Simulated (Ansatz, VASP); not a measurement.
# K2TeCl6: VASP beside Ansatz, part 2 of 2

One calculation is typed for both programs; each brings its own data sets. How far apart do they land? The cell is taken from a series of runs on this material, whose earlier steps may have relaxed, scaled, displaced or heated it; both programs get it as it stands.

VASP 6.6.1 and Ansatz 0.2.0.

So far: Starting point; VASP: G0W0 gap, LDA.

### 3. Ansatz: G0W0 gap, LDA

Level of this step: Ansatz beside VASP: Kohn-Sham DFT, plane waves, LDA (Ansatz).

Ansatz runs on its PAW soft_1 files.

The same cell, functional (in two slightly different forms) and mesh now go to Ansatz, which takes its cutoff from its data sets.

input.yaml reads:

```yaml
crystal:
  lattice:
    - [0.0, 5.0699704141, 5.0699704141]
    - [5.0699704141, 0.0, 5.0699704141]
    - [5.0699704141, 5.0699704141, 0.0]
  atoms:
    - { symbol: K, position: [0.25, 0.25, 0.25] }
    - { symbol: K, position: [0.75, 0.75, 0.75] }
    - { symbol: Te, position: [0.0, 0.0, 0.0] }
    - { symbol: Cl, position: [0.25, 0.25, 0.75] }
    - { symbol: Cl, position: [0.75, 0.75, 0.25] }
    - { symbol: Cl, position: [0.25, 0.75, 0.25] }
    - { symbol: Cl, position: [0.25, 0.75, 0.75] }
    - { symbol: Cl, position: [0.75, 0.25, 0.75] }
    - { symbol: Cl, position: [0.75, 0.25, 0.25] }
kpoints:
  mp_grid: { grid: [2, 2, 2] }
hamiltonian:
  xc: lda
  pseudopotentials: { kind: paw, azcp: { folder: soft_1 }, xc_functional: pbe }
scf:
  occupations: { method: fixed }
gw:
  n_empty_bands: 505
  ecut_chi: 90
  qp_bands: [v15, c4]
  screening: { model: contour_deformation }
```

Run with:

```
ansatz run input.yaml --threads 2 --pin off --max-ram 92160MiB --backend cuda --events-out ev --progress --plain --runs-dir out --devices 1 --max-vram 13GiB
```

Numbers of over 12 decimals in the logs are rounded to 6 here.

The log of the run:

```text
GPUs: using 1 of 1 available (devices: 1).
Engine: ansatz 0.2.0, x86_64-unknown-linux-gnu
Pseudopotentials: kind: paw
Pseudopotential: K, paw, valence charge 9, recommended cutoff 420 eV (normal), soft_1/K.paw.azcp
Pseudopotential: Te, paw, valence charge 16, recommended cutoff 420 eV (normal), soft_1/Te.paw.azcp
Pseudopotential: Cl, paw, valence charge 7, recommended cutoff 420 eV (normal), soft_1/Cl.paw.azcp
Functional definition: SPW92
  exchange = slater_x
  correlation = pw_c
device memory: the entry about to start is reckoned to put 2.6 GiB on a device that reports 49.6 GiB free (of which the cap on the GPU budget leaves the run 13.0 GiB)
GPU FFT provider: cuFFT
GPU libraries: cuBLAS 13.8.2, cuFFT 12.4.0, cuSOLVER 12.3.4
Crystal: 9 atoms, lattice volume = 260.643 Å³
Basis set: ecut = 420 eV, 5029 PW (Γ)
Bands: 47, of which v1, the nominal top of the filled ones, is band 38 counted from 1 (37 counted from 0)
Symmetry: 48 space group operations
Space group: Fm-3m (ITA 225), of the structure as read, at distance tolerance 6.4e-5 Å
k-points: 3 of 8
Non-local potential: K, projectors of the file, l = 0: 3, l = 1: 2, l = 2: 2
Non-local potential: Te, projectors of the file, l = 0: 2, l = 1: 2, l = 2: 2, l = 3: 1
Non-local potential: Cl, projectors of the file, l = 0: 2, l = 1: 2, l = 2: 1
PAW form: soft (Blöchl's): semilocal exchange-correlation on the pseudo side does not see the compensation charge
PAW frozen core: K, regenerated for the run's functional, and the local potential with it (the file was generated under x = pbe(κ = 0.804, μ = 0.219515), c = pbe(β = 0.066725))
PAW frozen core: Te, regenerated for the run's functional, and the local potential with it (the file was generated under x = pbe(κ = 0.804, μ = 0.219515), c = pbe(β = 0.066725))
PAW frozen core: Cl, regenerated for the run's functional, and the local potential with it (the file was generated under x = pbe(κ = 0.804, μ = 0.219515), c = pbe(β = 0.066725))
PAW one-centre angular grid: K, 110 points (default); XC on 64 Gauss nodes
PAW one-centre angular grid: Te, 590 points (default); XC on 64 Gauss nodes
PAW one-centre angular grid: Cl, 110 points (default); XC on 64 Gauss nodes
Initial density: superposition of atomic densities (chi_scale 0.1, normalization cell, long waves kept (reshape's long-wave potential 0.02 eV rms))
Initial wavefunctions: pseudopotential atomic-orbital guess
GPU buffer pool allocated for 110592 grid points (all kernels)
GPU transforms: local potential and band sums: pruned to the plane-wave sphere, on 45×48×48
Functional: x = slater, c = lda
SCF iter   1: F=—  HF=-16098.384011 eV  |F-HF|=—  |Δ(HF+E_count)|=         —  Δρ=3.81e-2  dr2=6.62e0  ethr=3.10e-3  ⟨swp⟩=5.3  Hψ=634  notcnv=0  defer=18
preconditioner: auto → Resta (q_TF=auto, 2.222 Å⁻¹)  ε∞=3.3  [insulator: Δε(μ)=2.165 eV  Ē_g=12.004 eV  n_scr=58 (ndim 8)  ℏωp=18.1 eV  f_vac=0.004  ε∞_Penn≈3.3]
SCF iter   2: F=—  HF=-16095.983144 eV  |F-HF|=—  |Δ(HF+E_count)|=    2.40e0  Δρ=1.53e-2  dr2=1.60e0  ethr=3.10e-3  ⟨swp⟩=3.0  Hψ=295  notcnv=0  defer=18
SCF iter   3: F=—  HF=-16095.194271 eV  |F-HF|=—  |Δ(HF+E_count)|=   7.89e-1  Δρ=5.22e-3  dr2=1.91e-1  ethr=2.11e-3  ⟨swp⟩=2.7  Hψ=249  notcnv=0  defer=18
SCF iter   4: F=—  HF=-16095.099370 eV  |F-HF|=—  |Δ(HF+E_count)|=   9.49e-2  Δρ=1.79e-3  dr2=1.81e-2  ethr=2.51e-4  ⟨swp⟩=2.7  Hψ=210  notcnv=0  defer=19
SCF iter   5: F=—  HF=-16095.093546 eV  |F-HF|=—  |Δ(HF+E_count)|=   5.82e-3  Δρ=5.05e-4  dr2=7.96e-4  ethr=2.39e-5  ⟨swp⟩=3.0  Hψ=219  notcnv=0  defer=19
SCF iter   6: F=—  HF=-16095.093782 eV  |F-HF|=—  |Δ(HF+E_count)|=   2.36e-4  Δρ=9.85e-5  dr2=2.63e-5  ethr=1.05e-6  ⟨swp⟩=2.0  Hψ=246  notcnv=0  defer=19
SCF iter   7: F=—  HF=-16095.093779 eV  |F-HF|=—  |Δ(HF+E_count)|=   3.44e-6  Δρ=2.19e-5  dr2=1.55e-6  ethr=3.46e-8  ⟨swp⟩=2.0  Hψ=250  notcnv=0  defer=19
SCF iter   8: F=—  HF=-16095.093780 eV  |F-HF|=—  |Δ(HF+E_count)|=   1.58e-6  Δρ=4.85e-6  dr2=1.22e-7  ethr=2.04e-9  ⟨swp⟩=2.3  Hψ=188  notcnv=0  defer=19
SCF iter   9: F=-16095.093780 eV  HF=-16095.093780 eV  |F-HF|=4.27e-10  |Δ(HF+E_count)|=   5.00e-8  Δρ=1.53e-6  dr2=6.47e-9  ethr=1.32e-10  ⟨swp⟩=26.0  Hψ=936  notcnv=0
SCF 1 converged in 9 iterations: F = -16095.093780 eV  dr2 = 6.47e-9
  greatest PAW one-centre occupation: 0.999 electrons in one spin orbital (limit 2), on the Te atom at site 2 (counted from 0), in its partial waves of l = 2
device memory: the entry about to start is reckoned to put 3.2 GiB on a device that reports 43.7 GiB free (of which the cap on the GPU budget leaves the run 13.0 GiB)
NSCF: frozen V_eff on 3 k-points
the band table was solved once the SCF had ended and its energy, with any forces and stress, was formed, with the checks that follow a solve (672 applications of the Hamiltonian). They found nothing against the state; the energy, forces and stress were not computed again (output.eigenvalues in the input reference)
device memory: the entry about to start is reckoned to put 3.7 GiB on a device that reports 43.7 GiB free (of which the cap on the GPU budget leaves the run 13.0 GiB)
NSCF: frozen V_eff on 3 k-points
G₀W₀ screening: q 1/3
[... further progress lines ...]
device memory: the entry about to start is reckoned to put 1.1 GiB on a device that reports 34.8 GiB free (of which the cap on the GPU budget leaves the run 13.0 GiB)
NSCF: frozen V_eff on 1 k-points
device memory: the entry about to start is reckoned to put 1.1 GiB on a device that reports 34.8 GiB free (of which the cap on the GPU budget leaves the run 13.0 GiB)
NSCF: frozen V_eff on 1 k-points
SCF converged after 9 iterations
Free energy (F): -16095.093780 eV
Harris-Foulkes:  -16095.093780 eV  (|F-HF|=4.27e-10)
Internal energy: -16095.093780 eV  (E = F + TS)
E sigma→0 (E₀):  -16095.093780 eV
Fermi energy:    2.558541 eV
--- Per-component energies (eV) ---
  E_band       = -713.630926
  E_kinetic    = 1593.658567
  E_local      = -5016.404054  (includes V_loc(G=0)·N_el)
  E_nonlocal   = 293.978067
  E_hartree    = 2004.535514
  E_xc         = -1026.237378
  E_vxc        = -1126.614729  (∫ρ·V_xc dr)
  E_paw        = -9744.906368  (= ΣΔE_a)
  E_vpaw       = -467.319744  (= ΣTr[D̂ρ^β])
  E_aug_tail   = 0.000786  (compensation charges beyond the density's cutoff)
  E_ewald      = -4202.055508
  E_core_change = 2.336594  (= ΣΔE_core)
  E_smearing   = -0.000000  (= −TS)
  E_closure    = -0.000000  (closes the sum)
  Σ components = -16095.093780   (vs F -16095.093780, Δ=0.00e0)
--- Band table (eV) ---
  k-point 0: bands = [... 34 lower, 1.3377, 1.7260, 1.7260, 1.7260, 5.3766, 5.3766, 5.3766, 6.6353, ... 5 higher]
  k-point 1: bands = [... 34 lower, 1.3792, 1.3792, 1.4051, 2.2919, 4.9251, 6.1027, 6.1027, 8.1774, ... 5 higher]
  k-point 2: bands = [... 34 lower, 1.0551, 1.0551, 1.7081, 2.5585, 5.7669, 5.7669, 6.0276, 8.6212, ... 5 higher]
--- G₀W₀: contour deformation, 6 samples at zero and on the imaginary axis and 2 off it, 8 q-points, 505 empty bands' worth ---
  eigenvalues of the whole cell's RPA ε∞ on this k-mesh (on a slab, of 1 + 4πα/V) = 3.6293, 3.6293, 3.6293; static W/v taken at q = 0 is 0.275537
  bands read: the sum over 543 bands ends inside a degenerate multiplet in 1 slot, whose members it reads at an even weight; the widest, k=0: bands 542 to 544 (counted from 1) at 2/3 each
    ik  band        ε_KS         Σx   Σc(E_QP)       V_xc       Z   E_QP_lin       E_QP  E_QP is
     0    24     -0.3293   -19.4320     3.7077   -14.6720  0.7028    -1.4282    -1.3816  root
     0    25     -0.3293   -19.4320     3.7077   -14.6720  0.7028    -1.4282    -1.3816  root
     0    26     -0.3293   -19.4320     3.7077   -14.6720  0.7028    -1.4282    -1.3816  root
     0    27      0.7809   -20.7335     2.7011   -17.2505  0.7381    -0.0163    -0.0009  root
     0    28      0.7809   -20.7335     2.7011   -17.2505  0.7381    -0.0163    -0.0009  root
     0    29      1.0131   -20.7004     3.3837   -16.2732  0.7331    -0.0636    -0.0305  root
     0    30      1.0131   -20.7004     3.3837   -16.2732  0.7331    -0.0636    -0.0305  root
     0    31      1.0131   -20.7004     3.3837   -16.2732  0.7331    -0.0636    -0.0305  root
     0    32      1.1322   -20.7699     3.2085   -16.6002  0.7354     0.1440     0.1711  root
     0    33      1.1322   -20.7699     3.2085   -16.6002  0.7354     0.1440     0.1711  root
     0    34      1.1322   -20.7699     3.2085   -16.6002  0.7354     0.1440     0.1711  root
     0    35      1.3377   -18.4653     1.6358   -16.2164  0.7611     0.7181     0.7246  root
     0    36      1.7260   -21.3585     3.1920   -17.1601  0.7438     0.6951     0.7197  root
     0    37      1.7260   -21.3585     3.1920   -17.1601  0.7438     0.6951     0.7197  root
     0    38      1.7260   -21.3585     3.1920   -17.1601  0.7438     0.6951     0.7197  root
     0    39      5.3766   -11.3942    -3.2894   -15.8724  0.7856     6.5874     6.5654  root
     0    40      5.3766   -11.3942    -3.2894   -15.8724  0.7856     6.5874     6.5654  root
     0    41      5.3766   -11.3942    -3.2894   -15.8724  0.7856     6.5874     6.5654  root
     0    42      6.6353    -4.1597    -3.6025    -8.6592  0.8283     7.5451     7.5323  root
     1    24     -0.1942   -19.2136     3.5740   -14.6177  0.7096    -1.2690    -1.2161  root
     1    25     -0.0590   -19.6945     3.4199   -15.3025  0.7158    -1.0798    -1.0311  root
     1    26     -0.0590   -19.6945     3.4199   -15.3025  0.7158    -1.0798    -1.0311  root
     1    27      0.2130   -19.4352     3.4216   -15.0103  0.7195    -0.8309    -0.7903  root
     1    28      0.3586   -19.9917     3.0882   -15.9882  0.7280    -0.5840    -0.5567  root
[...]
2    35      1.0551   -20.6331     3.2696   -16.3751  0.7340     0.0376     0.0668  root
     2    36      1.0551   -20.6331     3.2696   -16.3751  0.7340     0.0376     0.0668  root
     2    37      1.7081   -21.3041     3.1875   -17.1110  0.7438     0.6777     0.7024  root
     2    38      2.5585   -19.9539     1.4432   -18.0002  0.7636     2.0445     2.0481  root
     2    39      5.7669   -12.0903    -3.3483   -16.6700  0.7806     7.0234     6.9984  root
     2    40      5.7669   -12.0903    -3.3483   -16.6700  0.7806     7.0234     6.9984  root
     2    41      6.0276   -12.3439    -3.4165   -17.0249  0.7777     7.3199     7.2920  root
     2    42      8.6212    -5.6224    -3.7690   -10.4798  0.8100     9.7313     9.7095  root
```

### 4. Side by side

Known differences besides the potentials themselves: the two LDA forms differ slightly; fixed occupations in Ansatz, narrow Gaussian smearing in VASP; the data sets hold 76 valence electrons in Ansatz (on its PAW soft_1 files) and 66 in VASP; the cutoff is 420 eV in Ansatz and 300 eV in VASP; VASP's log shows a relativistic correction to its local exchange, Ansatz's none; Ansatz integrates over frequency by contour deformation, VASP on a grid of NOMEGA points; Ansatz's G0W0 levels solve the quasiparticle equation, VASP's are linearised. Total energies have different zeros and are not compared.

Both answers:

```csv
quantity,Ansatz,VASP,difference
G0W0 gap on the mesh (eV),4.00,3.93,+0.07
Kohn-Sham gap under it (eV),2.37,2.35,+0.01
```

### 5. Summary of results

```
difference in G0W0 gap on the mesh (G0W0 gap, LDA) : 0.067 eV
```

In words: The difference in G0W0 gap on the mesh is 0.067 eV (G0W0 gap, LDA). The data sets hold unlike numbers of valence electrons (76 in Ansatz and 66 in VASP), so part of the differences comes from the potentials. How closely two codes agree says nothing of how well the functional describes the real material.

[Lines on the potential files, build, host, timing and source positions are cut from VASP's logs without a mark.]

[Logs are printed without paths, hosts, clocks, repeated set-up lines and the standing remarks that a program may print on its own settings, such as how far it seeks lower states.]

[Hosts, paths, dates, database ids (printed as entryN), source tags and the programs' standing remarks are cut or masked in the printed files.]
